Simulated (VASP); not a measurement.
Given:

```xyz
4
Lattice="4.1419 0.0000 0.0000 -2.0709 3.5870 0.0000 0.0000 0.0000 4.6517" Properties=species:S:1:pos:R:3 pbc="T T T"
Fe     0.0000     2.3913     4.3610
Fe     2.0709     1.1957     2.0351
Al     0.0000     2.3913     2.0351
Al     2.0709     1.1957     4.3610
```
Starting moments (μB, in the order of the record's atoms Fe Fe Al Al): 1.9 1.9 -0.1 -0.1.

The numbers are results of PBEsol GGA, VASP's PBE PAW potentials (set 64) (plane waves; VASP), not measurements. Settings: 400 eV cut-off, Gaussian smearing of 0.050 eV, potentials Fe Al.

Question: Give the spin-up energies of bands 3 to 16 at the high-symmetry points, in eV from the Fermi level.

Answer: 
```tsv
band	Γ	M	K	A	L	H
3	-2.42	-3.01	-2.73	-2.72	-3.74	-3.81
4	-2.42	-2.65	-2.70	-2.72	-3.74	-3.81
5	-2.34	-2.47	-2.32	-2.72	-2.38	-2.71
6	-2.34	-2.12	-2.32	-2.72	-2.38	-2.71
7	-2.23	-2.11	-1.98	-2.18	-2.03	-1.96
8	-2.23	-1.70	-1.81	-2.18	-2.03	-1.96
9	-1.76	-1.68	-1.81	-1.42	-1.59	-1.82
10	-1.55	-1.67	-1.66	-1.42	-1.59	-1.82
11	-1.36	-1.42	-1.44	-1.42	-1.54	-0.96
12	-1.36	-1.20	-1.44	-1.42	-1.54	-0.96
13	1.37	0.10	-1.15	4.29	-0.45	-0.50
14	2.59	1.13	2.16	4.29	-0.45	-0.50
15	2.59	2.72	2.16	4.29	2.54	0.59
16	5.56	2.72	3.49	4.29	2.54	0.59
```

Question: Give the spin-down energies of bands 3 to 16 at the high-symmetry points, in eV from the Fermi level.

Answer: 
```
band      Γ      M      K      A      L      H
----  -----  -----  -----  -----  -----  -----
3     -1.83  -2.30  -2.65  -1.41  -3.42  -3.40
4     -1.21  -1.39  -1.25  -1.41  -3.42  -3.40
5     -1.21  -1.08  -1.08  -1.41  -1.08  -1.95
6     -0.92  -0.95  -1.08  -1.41  -1.08  -1.95
7     -0.92  -0.88  -0.93  -1.27  -1.04  -0.77
8     -0.54  -0.67  -0.93  -1.27  -1.04  -0.77
9     -0.54  -0.31  -0.56   0.52  -0.06  -0.29
10    -0.41   0.10   0.14   0.52  -0.06  -0.29
11     0.64   0.33   0.28   0.52   0.24   0.69
12     0.64   0.65   0.28   0.52   0.24   0.69
13     2.00   0.87   0.93   4.68   1.25   1.22
14     3.23   2.09   2.87   4.68   1.25   1.22
15     3.23   2.89   2.87   4.68   3.18   1.76
16     5.93   3.10   3.50   4.68   3.18   1.76
```

It has no gap at this level: it comes out as a metal or semimetal.

The structure was generated: FeAl was put into the wurtzite type (P6_3mc), which need not be its known phase. It was relaxed first, which changed the volume by -31 %. The relaxed cell has space group P6_3/mmc.
